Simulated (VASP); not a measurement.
AlSn: equation of state with r2SCAN

Crystal: AlSn.

```xyz
2
Lattice="4.1610 0.0000 0.0000 -2.0805 3.6035 0.0000 0.0000 0.0000 3.2964" Properties=species:S:1:pos:R:3 pbc="T T T"
Sn    0.0000    2.4023    1.6482
Al    4.1610    0.0000    0.0000
```

The cell comes from a database or a generator and needn't be the stable form of this composition.

```json
{
  "Program": "VASP 6.6.1",
  "Task": "equation of state",
  "Functional": "r2SCAN",
  "Potentials or basis": "VASP PAW PBE potentials, release 64 (Sn_d, Al)",
  "Cutoff": "520 eV",
  "k mesh": "6 × 6 × 8",
  "Occupations": "fermi-dirac, width 0.05 eV",
  "Spin": "no spin polarisation"
}
```

```yaml
Equilibrium_volume: 24.72 Å³/atom
Bulk_modulus_at_fixed_shape_and_positions: 55 GPa
Pressure_derivative_of_the_bulk_modulus: "4.1 (rough: it moves with the points fitted)"
```

Energy against volume, from the lowest point:
```csv
volume (Å³/atom),energy (meV/atom)
23.724,7.37
24.219,1.80
24.713,0.00
25.207,1.61
25.701,6.29
```

All runs of the series together: 3.5 min on 1 thread of Intel(R) Xeon(R) 6975P-C (Granite Rapids), on a shared host.

Caveat: the cell was scaled at fixed shape and fractional positions, which overstates the stiffness of a crystal with free parameters, most of all of layers and chains; the PAW data sets were made with another functional, which shifts forces and pressure a little.
